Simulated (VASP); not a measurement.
Energy against volume of SrVO$_{3}$ (cubic perovskite). Method: revTPSS meta-GGA, VASP's PBE PAW potentials (set 64) (plane waves; VASP 6.6.1). Run with 520 eV cut-off, 8×8×8 Γ-centred mesh, first-order Methfessel-Paxton smearing of 0.10 eV, potentials Sr_sv V_sv O.

```json
[
 {"V (Å³/atom)": "10.706", "E (eV/atom)": "-6.66359"},
 {"V (Å³/atom)": "11.047", "E (eV/atom)": "-6.68609"},
 {"V (Å³/atom)": "11.389", "E (eV/atom)": "-6.69378"},
 {"V (Å³/atom)": "11.731", "E (eV/atom)": "-6.68899"}
]
```

Task: Fit these four points and predict the energy of the run at 12.072 Å³/atom.

Result: A cubic in V^(−2/3), the third-order Birch-Murnaghan form, passes through the four points with V0 = 11.42 Å³/atom and B0 = 192 GPa, and gives -6.6738 eV/atom there. The run gave -6.6735 eV/atom, +0.2 meV/atom from the fit; all five points give B0 = 193 GPa.

The compound is SrVO3 in the cubic perovskite structure. It was relaxed first. The run is not spin-polarised, so no magnetic state was tried.
